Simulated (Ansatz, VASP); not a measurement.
# GaAsHCl (H-GaAs-Cl chair monolayer) in two plane-wave programs

One calculation is typed for both programs; each brings its own data sets. How far apart do they land? The structure shown is the end of the Ansatz relaxation below.

Calculated with Ansatz 0.2.0; plane waves, with VASP 6.6.1 beside it; single point at LDA.

### Step 1. The structure

The cell holds 4 atoms: 1 Cl, 1 As, 1 Ga and 1 H. Its edges and angles: a = 3.972 Å, b = 3.972 Å, c = 40.043 Å, α = 90.0°, β = 90.0°, γ = 120.0°. Vacuum lies along c.

### Step 2. Ansatz: relaxation, LDA

Ansatz runs on its default PAW (the set named soft_2) files.

This run makes the geometry at which the two programs are then compared.

input.yaml reads:

```yaml
crystal:
  lattice:
    - [3.9765, 0.0, 0.0]
    - [-1.98825, 3.4437500181, 0.0]
    - [0.0, 0.0, 40.0433333313]
  atoms:
    - { symbol: Cl, position: [0.6666666667, 0.3333333333, 0.4432697911] }
    - { symbol: As, position: [0.6666666667, 0.3333333333, 0.4984600017] }
    - { symbol: Ga, position: [0.3333333333, 0.6666666667, 0.5185216016] }
    - { symbol: H, position: [0.3333333333, 0.6666666667, 0.5567302089] }
  periodic: [true, true, false]
kpoints:
  mp_grid: { grid: [12, 12, 1] }
hamiltonian:
  xc: lda
scf:
  occupations: { method: fermi_dirac, width: 0.05 }
  convergence: { dr2_threshold: 1.0e-09 }
relax:
  f_tol: 0.004
  max_steps: 90
  cell: {}
output:
  write_potential: true
  write_density: true
  volumetric_format: npy
```

Launch:

```sh
$ ansatz run input.yaml --threads 4 --pin off --max-ram 6144MiB --backend cpu --events-out ev --progress --plain --runs-dir out
```

Numbers of over 12 decimals in the logs are rounded to 6 here.

The log of the run:

```text
Warning: relax.cell: scf.convergence.dr2_threshold = 1e-9 eV is looser than the 1.89117655383e-10 eV advised for a relaxation that steers and ends on the stress (1e-10 eV for each atom of the cell: 4, times the square of relax.cell.stress_2d_tol = 0.05 N/m over 14.5 Å (the atoms' height at the walk's start and 5 Å past either face), 3.438e-2 GPa, over a crystal's default 0.05). What an SCF threshold leaves in a stress goes as its square root, and in the free energy as the threshold itself, and one threshold admits the most on a small cell: [figures from the program's tests cut] Set scf.convergence.dr2_threshold to 1.89117655383e-10 eV or tighter. [rest of the remark cut]
Engine: ansatz 0.2.0, x86_64-unknown-linux-gnu
Pseudopotentials: kind: paw
Pseudopotential: Cl, paw, valence charge 7, recommended cutoff 420 eV (normal), Cl.paw.azcp
Pseudopotential: As, paw, valence charge 15, recommended cutoff 420 eV (normal), As.paw.azcp
Pseudopotential: Ga, paw, valence charge 13, recommended cutoff 420 eV (normal), Ga.paw.azcp
Pseudopotential: H, paw, valence charge 1, recommended cutoff 420 eV (normal), H.paw.azcp
Functional definition: SPW92
  exchange = slater_x
  correlation = pw_c
Crystal: 4 atoms, lattice volume = 548.356 Å³
Basis set: ecut = 420 eV, 10825 PW (Γ)
Bands: 22, of which v1, the nominal top of the filled ones, is band 18 counted from 1 (17 counted from 0)
Symmetry: 6 space group operations
Space group: P3m1 (ITA 156), of the structure as read, at distance tolerance 8.2e-5 Å
k-points: 19 of 144 (time reversal used)
Non-local potential: Cl, projectors of the file, l = 0: 2, l = 1: 2, l = 2: 2
Non-local potential: As, projectors of the file, l = 0: 2, l = 1: 2, l = 2: 3, l = 3: 1
Non-local potential: Ga, projectors of the file, l = 0: 2, l = 1: 2, l = 2: 3, l = 3: 1
Non-local potential: H, projectors of the file, l = 0: 2, l = 1: 1
PAW form: soft (Blöchl's): semilocal exchange-correlation on the pseudo side does not see the compensation charge
PAW frozen core: Cl, regenerated for the run's functional, and the local potential with it (the file was generated under x = pbe(κ = 0.804, μ = 0.219515), c = pbe(β = 0.066725))
PAW frozen core: As, regenerated for the run's functional, and the local potential with it (the file was generated under x = pbe(κ = 0.804, μ = 0.219515), c = pbe(β = 0.066725))
PAW frozen core: Ga, regenerated for the run's functional, and the local potential with it (the file was generated under x = pbe(κ = 0.804, μ = 0.219515), c = pbe(β = 0.066725))
PAW one-centre angular grid: Cl, 110 points (default); XC on 64 Gauss nodes
PAW one-centre angular grid: As, 590 points (default); XC on 64 Gauss nodes
PAW one-centre angular grid: Ga, 590 points (default); XC on 64 Gauss nodes
PAW one-centre angular grid: H, 110 points (default); XC on 64 Gauss nodes
Initial density: superposition of atomic densities (neutral atoms: chi_scale 0, normalization atom), corrected by the library's trained network
Initial wavefunctions: pseudopotential atomic-orbital guess
Functional: x = slater, c = lda
SCF iter   1: F=—  HF=-9540.762582 eV  |F-HF|=—  |Δ(HF+E_count)|=         —  Δρ=3.43e-3  dr2=6.72e-2  ethr=1.77e-3  ⟨swp⟩=10.4  Hψ=2816  notcnv=0
preconditioner: auto → Resta (q_TF=auto, 1.733 Å⁻¹)  ε∞=1.4  [insulator: Δε(μ)=1.386 eV  Ē_g=13.121 eV  σ=0.050 eV  W_gap=1.00  n_scr=22 (ndim 8)  ℏωp=8.1 eV  f_vac=0.820  D(μ)=0.00/eV (n_scr^D=0)  ε∞_Penn≈1.4  vacuum switching on, ρ_ref=1.2e-2 e/Å³]
SCF iter   2: F=—  HF=-9540.742670 eV  |F-HF|=—  |Δ(HF+E_count)|=   1.99e-2  Δρ=1.05e-3  dr2=5.76e-3  ethr=1.87e-4  ⟨swp⟩=3.9  Hψ=844  notcnv=0
SCF iter   3: F=—  HF=-9540.742348 eV  |F-HF|=—  |Δ(HF+E_count)|=   3.21e-4  Δρ=5.49e-4  dr2=4.07e-3  ethr=1.60e-5  ⟨swp⟩=3.4  Hψ=892  notcnv=0
SCF iter   4: F=—  HF=-9540.742093 eV  |F-HF|=—  |Δ(HF+E_count)|=   2.55e-4  Δρ=2.97e-4  dr2=1.52e-3  ethr=1.13e-5  ⟨swp⟩=2.2  Hψ=567  notcnv=0
SCF iter   5: F=—  HF=-9540.741979 eV  |F-HF|=—  |Δ(HF+E_count)|=   1.14e-4  Δρ=1.21e-4  dr2=6.88e-5  ethr=4.23e-6  ⟨swp⟩=2.2  Hψ=507  notcnv=0
SCF iter   6: F=—  HF=-9540.742026 eV  |F-HF|=—  |Δ(HF+E_count)|=   4.73e-5  Δρ=2.81e-5  dr2=3.87e-6  ethr=1.91e-7  ⟨swp⟩=3.0  Hψ=785  notcnv=0
SCF iter   7: F=—  HF=-9540.742029 eV  |F-HF|=—  |Δ(HF+E_count)|=   2.27e-6  Δρ=8.11e-6  dr2=2.64e-7  ethr=1.07e-8  ⟨swp⟩=2.3  Hψ=742  notcnv=0
[...]
SCF 5 converged in 6 iterations: F = -9540.774840 eV  dr2 = 1.63e-10
relax step   5: F+E_penalty+E_count = -9540.77483972 eV  Δ(F+E_penalty+E_count) = -3.804e-5 eV  max|allowed force component| = 7.074e-3 eV/Å  Δτ_max = 0.0005 Å  P = -0.021 N/m  Ω = 547.432 Å³  energy of the carried Pulay correction = +3.512e-5 eV  fix = [c, alpha, beta]  reactions: c -0.000 N/m  (6 SCF iters, accepted)
[...]
relax step   6: F+E_penalty+E_count = -9540.77485622 eV  Δ(F+E_penalty+E_count) = -1.649e-5 eV  max|allowed force component| = 3.518e-4 eV/Å  Δτ_max = 0.0002 Å  P = -0.002 N/m  Ω = 547.157 Å³  energy of the carried Pulay correction = +4.559e-5 eV  fix = [c, alpha, beta]  reactions: c -0.000 N/m  (5 SCF iters, accepted)
[...]
relax step   7: F+E_penalty+E_count = -9540.77481393 eV  Δ(F+E_penalty+E_count) = +4.229e-5 eV  max|allowed force component| = 3.803e-4 eV/Å  Δτ_max = 0.0000 Å  P = -0.003 N/m  Ω = 547.157 Å³  fix = [c, alpha, beta]  reactions: c -0.000 N/m  stress off target by 2.65e-3 N/m on what of the cell is left free  SCF on the basis re-selected at this cell (its energy is not comparable with the rows above)  (3 SCF iters)
basis re-selected at this cell: Δ(F+E_penalty+E_count) = +4.229e-5 eV, ΔP = -0.001 N/m vs the last step (what re-selecting the basis moved, of the pressure what is left beyond the Pulay correction that the steps carried, after the strain that the cell walked since its last selection, with what the two solves' SCF thresholds leave and, on support functions, any second-order correction that the steps lacked; it is no m [...]
WARN: The output density's exchange-correlation potential varies sharply where the density is thin. Do not read a vacuum level from v_tot or v_xc, or from such a field of the output density. On a cell that repeats whose density bears no net charge and no dipole along the vacuum's axis use v_es (v_loc + v_h of the components); under efield.dipole_correction with no amplitude use v_es + v_field, which holds any externa [...]
SCF converged after 3 iterations
Free energy (F): -9540.774814 eV
Harris-Foulkes:  -9540.774814 eV  (|F-HF|=7.22e-10)
Internal energy: -9540.774814 eV  (E = F + TS)
E sigma→0 (E₀):  -9540.774814 eV
Entropy (-TS):   -0.000000 eV (-0.000 meV/atom)
Fermi energy:    -5.137253 eV
--- Per-component energies (eV) ---
  E_band       = -803.422241
  E_kinetic    = 393.027853
  E_local      = -78630.152772  (includes V_loc(G=0)·N_el)
  E_nonlocal   = -206.943188
  E_hartree    = 39047.404797
  E_xc         = -261.089390
  E_vxc        = -269.285184  (∫ρ·V_xc dr)
  E_paw        = -4291.685532  (= ΣΔE_a)
  E_vpaw       = -184.877452  (= ΣTr[D̂ρ^β])
  E_aug_tail   = -0.001144  (compensation charges beyond the density's cutoff)
  E_ewald      = 34404.670359
  E_core_change = 3.994202  (= ΣΔE_core)
  E_smearing   = -0.000000  (= −TS)
  E_closure    = -0.000000  (closes the sum)
  Σ components = -9540.774814   (vs F -9540.774814, Δ=0.00e0)
--- Forces (eV/Å), atoms counted from 1 ---
  atom   1  Cl     0.00000000    -0.00000000     0.00000708
  atom   2  As    -0.00000000     0.00000000     0.00002086
  atom   3  Ga     0.00000000    -0.00000000    -0.00041013
  atom   4  H      0.00000000    -0.00000000     0.00026277
  max |Σ_I F_I| component: 1.19e-4 eV/Å
--- 2D stress c σ (N/m, compression-positive) ---
       -0.002654      -0.000000      -0.000000
       -0.000000      -0.002654      -0.000000
       -0.000000      -0.000000      -0.000000
  P = ½ c Tr σ = -0.0027 N/m
--- Band table (eV; the first three rows and the last of 19) ---
  k-point 0: bands = [... 14 lower, -8.2831, -8.2831, -5.8419, -5.8419, -4.4809, -3.1421, -1.1593, -1.1593]
  k-point 1: bands = [... 14 lower, -8.4722, -8.3196, -6.4044, -5.9552, -3.8678, -3.0989, -1.3765, -0.9136]
  k-point 2: bands = [... 14 lower, -8.7794, -8.4197, -7.0822, -6.2187, -3.3667, -2.9429, -1.3065, -0.3038]
  k-point 18: bands = [... 14 lower, -10.0411, -9.1087, -8.0110, -7.4488, -3.3656, -1.1027, -0.2547, 0.7801]
  the weakly bound empty levels are not read free of the cell's end (no_gap_told)
--- Relaxed structure (6 steps of the walk, 6 accepted, 1 SCFs on fresh bases) ---
  F+E_penalty+E_count = -9540.77481393 eV   max|allowed force component| = 3.803e-4 eV/Å   (the final SCF, on the basis selected at the relaxed cell)
  cell:  # Å, volume = 547.1567 Å³
    - [3.972148, 0.0, 0]
    - [-1.986074, 3.439981, 0]
    - [0, 0, 40.0433333313]
  atoms:
    - { symbol: Cl, position: [0.666667, 0.333333, 0.444530] }
    - { symbol: As, position: [0.666667, 0.333333, 0.498391] }
    - { symbol: Ga, position: [0.333333, 0.666667, 0.517603] }
    - { symbol: H, position: [0.333333, 0.666667, 0.556458] }
```

The column dr2 measures how far the density is from self-consistency, as an energy; F and HF (Harris–Foulkes) agree once it is small.

### Step 3. VASP: single point, LDA

The same cell, functional (in two slightly different forms), mesh and smearing now go to VASP, with its own data sets.

Lines of VASP's logs that name or quote its potential files are left out, and so is its time.

INCAR reads:

```
SYSTEM = GaAsHCl
PREC = Accurate
ENCUT = 400
EDIFF = 1E-06
NELM = 120
ISMEAR = -1
SIGMA = 0.05
LREAL = .FALSE.
ALGO = Normal
GGA = CA
NBANDS = 19
LORBIT = 11
LWAVE = .FALSE.
LCHARG = .FALSE.
ISIF = 2
LDIPOL = .TRUE.
IDIPOL = 3
DIPOL = 0.5 0.5 0.504
LVHAR = .TRUE.
LASPH = .TRUE.
GGA_COMPAT = .FALSE.
EFERMI = MIDGAP
NELMDL = -8
```

POSCAR reads:

```
GaAsHCl
1.0
    3.9721482774      0.0000000000      0.0000000000
   -1.9860741387      3.4399813158      0.0000000000
    0.0000000000      0.0000000000     40.0433333313
Cl As Ga H
1 1 1 1
Direct
    0.6666666667      0.3333333333      0.4445302533
    0.6666666667      0.3333333333      0.4983908494
    0.3333333333      0.6666666667      0.5176025100
    0.3333333333      0.6666666667      0.5564579907
```

KPOINTS reads:

```
Automatic mesh
0
Gamma
12 12 1
0 0 0
```

The projector-augmented-wave data sets are Cl, As, Ga_d and H (LDA family, release 64).

Launch:

```sh
$ mpirun -np 1 vasp_std
```

The log of the run:

```text
[banner, memory and clock lines left out]
running    1 mpi-ranks, on    1 nodes
 distrk:  each k-point on    1 cores,    1 groups
 distr:  one band on    1 cores,    1 groups

 POSCAR found type information on POSCAR ClAsGaH
 POSCAR found :  4 types and       4 ions
 LDA part: xc-table for (Slater(with rela. corr.)+CA(PZ))
 , standard interpolation
 POSCAR, INCAR and KPOINTS ok, starting setup
 FFT: planning ... GRIDC
 FFT: planning ... GRID_SOFT
 FFT: planning ... GRID
 WAVECAR not read
 entering main loop
       N       E                     dE             d eps       ncg     rms          rms(c)
DAV:   1     0.152255212359E+03    0.15226E+03   -0.84644E+03   890   0.784E+02
DAV:   2     0.842054079732E+01   -0.14383E+03   -0.13884E+03  1030   0.184E+02
DAV:   3    -0.151013853153E+02   -0.23522E+02   -0.23425E+02   969   0.750E+01
DAV:   4    -0.157918971261E+02   -0.69051E+00   -0.68944E+00   977   0.151E+01
DAV:   5    -0.158018567694E+02   -0.99596E-02   -0.99556E-02  1015   0.202E+00
DAV:   6    -0.158022076835E+02   -0.35091E-03   -0.35091E-03  1005   0.285E-01
DAV:   7    -0.158022148423E+02   -0.71587E-05   -0.71590E-05  1050   0.452E-02
DAV:   8    -0.158022150364E+02   -0.19411E-06   -0.19396E-06   888   0.702E-03    0.717E+00
DAV:   9    -0.153490289810E+02    0.45319E+00   -0.42399E-01  1155   0.661E+00    0.447E+00
DAV:  10    -0.152153117736E+02    0.13372E+00   -0.67472E-01   875   0.515E+00    0.722E-01
DAV:  11    -0.152037289509E+02    0.11583E-01   -0.13334E-01   980   0.277E+00    0.203E-01
DAV:  12    -0.152044000420E+02   -0.67109E-03   -0.61563E-03   834   0.580E-01    0.105E-01
DAV:  13    -0.152044788761E+02   -0.78834E-04   -0.65092E-04   944   0.153E-01    0.475E-02
DAV:  14    -0.152046354909E+02   -0.15661E-03   -0.25315E-04   904   0.923E-02    0.176E-02
[...]
DAV:  20    -0.152055602537E+02   -0.37129E-04   -0.99565E-07   804   0.352E-03    0.820E-04
DAV:  21    -0.152055771043E+02   -0.16851E-04   -0.59586E-07   801   0.278E-03    0.629E-04
DAV:  22    -0.152055853416E+02   -0.82373E-05   -0.15425E-07   744   0.191E-03    0.336E-04
DAV:  23    -0.152055893333E+02   -0.39917E-05   -0.56418E-08   745   0.107E-03    0.212E-04
DAV:  24    -0.152055914484E+02   -0.21152E-05   -0.23213E-08   714   0.648E-04    0.101E-04
DAV:  25    -0.152055928509E+02   -0.14025E-05   -0.18241E-08   717   0.509E-04    0.530E-05
DAV:  26    -0.152055938822E+02   -0.10313E-05   -0.12889E-08   742   0.479E-04    0.324E-05
DAV:  27    -0.152055940563E+02   -0.17405E-06   -0.88082E-10   677   0.262E-04
   1 F= -.15205594E+02 E0= -.15205594E+02  d E =-.341065E-07
```

OUTCAR, selected parts (step 3):

```text
ion  position               nearest neighbor table
   1  0.667  0.333  0.445-   2 2.16
   2  0.667  0.333  0.498-   1 2.16   3 2.42   3 2.42   3 2.42
   3  0.333  0.667  0.518-   4 1.56   2 2.42   2 2.42   2 2.42
   4  0.333  0.667  0.556-   3 1.56

  LATTYP: Found a hexagonal cell.
 ALAT       =     3.9721482774
 C/A-ratio  =    10.0810268235

 Subroutine GETGRP returns: Found  6 space group operations
 (whereof  6 operations were pure point group operations)

The static configuration has the point symmetry C_3v.

 Found     19 irreducible k-points:

   k-points           NKPTS =     19   k-points in BZ     NKDIM =     19   number of bands    NBANDS=     19

   dimension x,y,z NGX =    28 NGY =   28 NGZ =  270
   dimension x,y,z NGXF=    56 NGYF=   56 NGZF=  540

   ENCUT  =  400.0 eV  29.40 Ry    5.42 a.u.   6.48  6.48 65.30*2*pi/ulx,y,z

   NELECT =      26.0000    total number of electrons

 k-points in reciprocal lattice and weights: Automatic mesh
   0.00000000  0.00000000  0.00000000       0.007
   0.08333333 -0.00000000  0.00000000       0.042
   0.16666667  0.00000000  0.00000000       0.042
   0.25000000 -0.00000000  0.00000000       0.042
   0.33333333  0.00000000  0.00000000       0.042
   0.41666667  0.00000000  0.00000000       0.042
   0.50000000 -0.00000000  0.00000000       0.021
   0.08333333  0.08333333  0.00000000       0.042
   0.16666667  0.08333333  0.00000000       0.083
[...]
0.33333333  0.25000000  0.00000000       0.083
   0.33333333  0.33333333  0.00000000       0.014

 dipolmoment           0.000000      0.000000     -0.043468 electrons x Angstroem

 average (electrostatic) potential at core
       1-104.0061       2 -62.7552       3 -75.5220       4 -39.9525

 E-fermi :  -3.9908

 k-point     1 :       0.0000    0.0000    0.0000
  band No.  band energies     occupation
    ...
      9      -7.6469      2.00000
     10      -7.1641      2.00000
     11      -7.1641      2.00000
     12      -4.7055      2.00000
     13      -4.7055      2.00000
     14      -3.3244      0.00000
     15      -1.9905      0.00000
     16      -0.0302      0.00000
     17      -0.0302      0.00000
     18       0.4847      0.00000
    ...

 k-point     2 :       0.0833   -0.0000    0.0000
  band No.  band energies     occupation
    ...
      9      -7.6737      2.00000
     10      -7.3516      2.00000
     11      -7.2003      2.00000
     12      -5.2682      2.00000
     13      -4.8193      2.00000
     14      -2.7172      0.00000
     15      -1.9446      0.00000
     16      -0.2426      0.00000
     17       0.2161      0.00000
     18       0.6181      0.00000
    ...

 k-point     3 :       0.1667    0.0000    0.0000
  band No.  band energies     occupation
    ...
      9      -7.9884      2.00000
     10      -7.6456      2.00000
     11      -7.2998      2.00000
     12      -5.9514      2.00000
     13      -5.0843      2.00000
     14      -2.2246      0.00000
     15      -1.7872      0.00000
     16      -0.1630      0.00000
     17       0.8435      0.00000
     18       0.8477      0.00000
    ...

  Total       -0.0482187     -0.0482187      0.0343001      0.0000000      0.0000000      0.0000000
  in kB       -0.1411935     -0.1411935      0.1004370      0.0000000      0.0000000      0.0000000
  external PRESSURE =      -0.0606500 kB  Pullay stress =       0.0000000 kB

  energy-cutoff  :      400.00
  volume of cell :      547.16
      direct lattice vectors                 reciprocal lattice vectors
     3.972148277  0.000000000  0.000000000     0.251752938  0.145349627  0.000000000
    -1.986074139  3.439981316  0.000000000     0.000000000  0.290699253  0.000000000
     0.000000000  0.000000000 40.043333331     0.000000000  0.000000000  0.024972946

 POSITION                                       TOTAL-FORCE (eV/Angst)
 -----------------------------------------------------------------------------------
      1.98607      1.14666     17.80047        -0.000000      0.000000     -0.045168
      1.98607      1.14666     19.95723        -0.000000      0.000000      0.022028
     -0.00000      2.29332     20.72653         0.000000     -0.000000     -0.000166
     -0.00000      2.29332     22.28243         0.000000     -0.000000      0.023306
 -----------------------------------------------------------------------------------
    total drift:                                0.000001     -0.000000     -0.000434

  FREE ENERGIE OF THE ION-ELECTRON SYSTEM (eV)
  ---------------------------------------------------
  free  energy   TOTEN  =       -15.2055940563 eV

  energy  without entropy=      -15.2055940222  energy(sigma->0) =      -15.20559404

 vacuum level on the upper side and lower side of the slab         0.850         1.426

 total charge
# of ion       s       p       d       tot
------------------------------------------
    1        1.607   3.454   0.000   5.060
    2        1.220   1.530   0.067   2.817
    3        0.902   0.928   9.992  11.822
    4        0.510   0.010   0.000   0.520
--------------------------------------------------
tot          4.239   5.922  10.059  20.219

[... 3 further parts left out ...]
```

### Step 4. Differences

Known differences besides the potentials themselves: the two LDA forms differ slightly; Ansatz cuts the interaction across the vacuum, VASP repeats the sheet with a dipole correction; the data sets hold 36 valence electrons in Ansatz (on its default PAW (the set named soft_2) files) and 26 in VASP; the cutoff is 420 eV in Ansatz and 400 eV in VASP; VASP's log shows a relativistic correction to its local exchange, Ansatz's none. Total energies have different zeros and are not compared.

Compared:

```
              quantity  Ansatz   VASP  difference
gap on the k mesh (eV)   1.361  1.381      -0.020
```

At this near-relaxed geometry the largest component of a force difference is 45 meV/Å. A gap on the mesh is an upper bound, since the band edges may lie between its points. With vacuum in the cell, a pressure given here is an average over mostly empty space and none of the material.

### Step 5. Results

```json
{
  "r.m.s. force difference (single point, LDA)": "16 meV/Å"
}
```

In words: The r.m.s. force difference is 16 meV/Å (single point, LDA), beyond the 12 meV/Å picked in this series as the mark of a large difference. The data sets hold unlike numbers of valence electrons (36 in Ansatz and 26 in VASP), so part of the differences comes from the potentials. What causes the difference of the single point, LDA pair stays open here. How closely two codes agree says nothing of how well the functional describes the real material.

[Lines on the potential files, build, host, timing and source positions are cut from VASP's logs without a mark.]

[Logs are printed without paths, hosts, clocks, repeated set-up lines and the standing remarks that a program may print on its own settings, such as how far it seeks lower states.]

[Hosts, paths, dates, database ids (printed as entryN), source tags and the programs' standing remarks are cut or masked in the printed files.]
